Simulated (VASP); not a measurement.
All values below come from revPBE GGA, VASP's PBE PAW potentials (set 64) (plane waves; VASP 6.6.1).

VASP input:

### KPOINTS
```
k-points along high-symmetry lines
10
Line-mode
Reciprocal
  0.000000   0.000000   0.000000 ! GAMMA
  0.000000   0.500000   0.000000 ! X

  0.000000   0.500000   0.000000 ! X
  0.500000   0.500000   0.000000 ! M

  0.500000   0.500000   0.000000 ! M
  0.000000   0.000000   0.000000 ! GAMMA

  0.000000   0.000000   0.000000 ! GAMMA
  0.000000   0.000000   0.500000 ! Z

  0.000000   0.000000   0.500000 ! Z
  0.000000   0.500000   0.500000 ! R

  0.000000   0.500000   0.500000 ! R
  0.500000   0.500000   0.500000 ! A

  0.500000   0.500000   0.500000 ! A
  0.000000   0.000000   0.500000 ! Z

  0.000000   0.500000   0.000000 ! X
  0.000000   0.500000   0.500000 ! R

  0.500000   0.500000   0.000000 ! M
  0.500000   0.500000   0.500000 ! A
```

### POSCAR
```
PbO2
1
    5.1341408426    -0.0000000000     0.0000000000
   -0.0000000000     5.1341408426     0.0000000000
    0.0000000000     0.0000000000     3.4531884784
Pb O
2 4
Direct
  1.0000000000   0.0000000000   0.0000000000
  0.5000000000   0.5000000000   0.5000000000
  0.3082978216   0.3082978216   1.0000000000
  0.8082978216   0.1917021784   0.5000000000
  0.1917021784   0.8082978216   0.5000000000
  0.6917021784   0.6917021784   0.0000000000
```

### INCAR
```
NELM = 100
GGA = RE   ! revPBE
PREC = Accurate
ALGO = Normal   ! blocked Davidson
LREAL = .FALSE.   ! projection in real space or not
ENCUT = 520
LCHARG = .FALSE.
LMAXMIX = 4   ! l cut-off of mixed one-centre charges
ICHARG = 11
LASPH = .TRUE.   ! aspherical one-centre terms
ISMEAR = 0
LWAVE = .FALSE.
SYSTEM = PbO2
SIGMA = 0.05   ! width (eV)
EDIFF = 1E-7
LORBIT = 11
```

POTCAR, in this order: Pb_d O (PBE.64 set). Program: vasp_std. Read from the step before: CHGCAR.

### Question
What will the output report for the number of irreducible k-points (NKPTS), largest plane-wave count, number of space-group operations, FFT grid (NGX, NGY, NGZ)?

### Answer

```
Item                                           Value
--------------------------------------  ------------
number of irreducible k-points (NKPTS)            90
largest plane-wave count                        2477
number of space-group operations                  16
FFT grid (NGX, NGY, NGZ)                40 × 40 × 28
```

The compound is PbO2 in the rutile structure. It was relaxed first, which changed the volume by +9 %.
